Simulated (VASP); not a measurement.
## Ba2Tl5V3O12: relaxation of cell and atoms with PBEsol

The system is Ba2Tl5V3O12.

```
CELL_PARAMETERS angstrom
9.93665 0.00000 0.00000
0.00000 9.93665 0.00000
0.00000 0.00000 6.65552
ATOMIC_POSITIONS crystal
Ba 0.00000 0.50000 0.00000
Ba 0.50000 0.00000 0.00000
V 0.50000 0.50000 0.00000
V 0.50000 0.00000 0.50000
V 0.00000 0.50000 0.50000
Tl 0.00000 0.00000 0.50000
Tl 0.67321 0.32679 0.46014
Tl 0.32679 0.67321 0.46014
Tl 0.67321 0.67321 0.53986
Tl 0.32679 0.32679 0.53986
O 0.39848 0.60152 0.14652
O 0.60152 0.39848 0.14652
O 0.60152 0.60152 0.85348
O 0.39848 0.39848 0.85348
O 0.59959 0.09072 0.33579
O 0.40041 0.09072 0.66421
O 0.59959 0.90928 0.66421
O 0.40041 0.90928 0.33579
O 0.09072 0.59959 0.33579
O 0.09072 0.40041 0.66421
O 0.90928 0.59959 0.66421
O 0.90928 0.40041 0.33579
```

The cell was built by a generator and needn't be a form met in nature.

```yaml
Program: VASP 6.6.1
Task: relaxation of cell and atoms
Functional: PBEsol
Potentials_or_basis: VASP PAW PBE potentials, release 64 (Ba_sv, V_sv, Tl_d, O)
Cutoff: 600 eV
k_mesh: 3 × 3 × 4
Occupations: fermi-dirac, width 0.05 eV
Spin: collinear spin, ferromagnetic start
Starting_moments: "[0.0, 0.0, 2.0, 2.0, 2.0, 0.0, 0.0, 0.0, 0.0, 0.0, 0.0, 0.0, 0.0, 0.0, 0.0, 0.0, 0.0, 0.0, 0.0, 0.0, 0.0, 0.0] μB"
Further_INCAR_settings: ALGO = Normal; EDIFF = 1e-07; IBRION = 2; EDIFFG = -0.01; NSW = 40; ISIF = 3
```

The relaxed volume is 27.37 Å³/atom. The relaxed cell is a = 9.519 Å, b = 9.519 Å, c = 6.646 Å, α = 90.00°, β = 90.00°, γ = 90.00°. The space group after relaxing (to 0.05 Å) is P-42m (No. 111) and the energy gained by relaxing is 10.1 meV/atom. The ionic steps are 26, the pressure after relaxing is 0.0 GPa and the largest force after relaxing is 0.007 eV/Å. The band gap on the k mesh is 0.72 eV, indirect (least direct gap 0.82 eV) and the net moment is 0.00 μB per cell. The valence electrons inside the program's atomic spheres are Ba 7.89; V 12.14, 12.22; Tl 11.02, 11.17; O 4.97, 4.98.

Forces in eV/Å, atoms in the order of the input:
```
Ba   0.000  0.000  0.000
Ba   0.000  0.000  0.000
V    0.000  0.000  0.000
V    0.000  0.000  0.000
V    0.000  0.000  0.000
Tl   0.000  0.000  0.000
Tl   0.003 -0.003 -0.006
Tl  -0.003  0.003 -0.006
Tl   0.003  0.003  0.006
Tl  -0.003 -0.003  0.006
O    0.003 -0.003  0.006
O   -0.003  0.003  0.006
O   -0.003 -0.003 -0.006
O    0.003  0.003 -0.006
O   -0.002  0.003 -0.004
O    0.002  0.003  0.004
O   -0.002 -0.003  0.004
O    0.002 -0.003 -0.004
O    0.003 -0.002 -0.004
O    0.003  0.002  0.004
O   -0.003 -0.002  0.004
O   -0.003  0.002 -0.004
```

The path:
```tsv
step	energy change (eV)	largest force (eV/Å)	pressure (GPa)	volume (Å³)
1	0.0000	0.2606	-1.42	657.15
2	-0.0131	0.9272	1.13	632.35
3	-0.0697	0.4038	-0.13	643.90
4	-0.1255	0.1309	-0.07	634.11
5	-0.1319	0.2139	-0.03	629.51
6	-0.1614	0.1856	-0.09	624.52
7	-0.1699	0.3858	-0.13	619.71
8	-0.1881	0.2263	-0.06	615.65
9	-0.1941	0.1530	0.04	610.84
10	-0.2038	0.1312	-0.07	609.22
11	-0.2111	0.3233	-0.41	604.37
12	-0.2124	0.2615	-0.31	605.70
13	-0.2198	0.0930	-0.08	602.68
14	-0.2208	0.0351	0.06	600.98
15	-0.2208	0.0345	0.05	601.08
16	-0.2212	0.0265	0.03	601.20
17	-0.2216	0.0366	-0.01	601.47
18	-0.2216	0.0430	-0.02	601.54
19	-0.2219	0.0191	0.01	601.49
20	-0.2219	0.0173	0.03	601.48
21	-0.2219	0.0172	0.03	601.47
22	-0.2220	0.0148	0.02	601.72
23	-0.2221	0.0172	0.00	601.91
24	-0.2221	0.0284	-0.03	602.30
25	-0.2221	0.0208	-0.01	602.06
26	-0.2221	0.0074	0.00	602.14
```

Final structure:
```xyz
22
Lattice="9.5187 0.0000 0.0000 0.0000 9.5187 0.0000 0.0000 0.0000 6.6457" Properties=species:S:1:pos:R:3 pbc="T T T"
Ba    0.0000    4.7594    0.0000
Ba    4.7594    9.5187    0.0000
V     4.7594    4.7594    0.0000
V     4.7594    9.5187    3.3228
V     0.0000    4.7594    3.3228
Tl    0.0000    9.5187    3.3228
Tl    6.3695    3.1492    3.0925
Tl    3.1492    6.3695    3.0925
Tl    6.3695    6.3695    3.5532
Tl    3.1492    3.1492    3.5532
O     3.7520    5.7667    0.9641
O     5.7667    3.7520    0.9641
O     5.7667    5.7667    5.6816
O     3.7520    3.7520    5.6816
O     5.7554    0.8874    2.2383
O     3.7633    0.8874    4.4074
O     5.7554    8.6313    4.4074
O     3.7633    8.6313    2.2383
O     0.8874    5.7554    2.2383
O     0.8874    3.7633    4.4074
O     8.6313    5.7554    4.4074
O     8.6313    3.7633    2.2383
```

Levels at points of the mesh, in eV from the valence-band top:
Spin up:
| k point | band 95 | band 96 | band 97 | band 98 | band 99 | band 100 | band 101 | band 102 |
| --- | --- | --- | --- | --- | --- | --- | --- | --- |
| (0.00, 0.00, 0.00) | -0.26 | -0.10 | -0.10 | -0.09 | 1.18 | 1.33 | 1.33 | 2.16 |
| (0.00, 0.00, 0.50) | -0.39 | -0.23 | -0.22 | -0.22 | 0.72 | 1.39 | 1.39 | 2.21 |
Spin down:
```tsv
k point	band 94	band 95	band 96	band 97	band 98	band 99	band 100	band 101	band 102	band 103
(0.00, 0.00, 0.00)	-1.09	-0.26	-0.10	-0.10	-0.09	1.18	1.33	1.33	2.16	2.27
(0.00, 0.00, 0.50)	-0.55	-0.39	-0.23	-0.22	-0.22	0.72	1.39	1.39	2.21	2.58
```

Wall time 2.8 h on 4 MPI ranks on AMD EPYC 9R45 96-Core Processor (Zen 5) (shared host), peak memory 1.9 GiB a rank.

Caveat: the PAW data sets were made with another functional, which shifts forces and pressure a little; spin-orbit coupling is left out, which as a rule narrows the gap of such compounds by several tenths of an eV; an odd mesh through Γ misses points on the zone boundary, where band edges often lie.
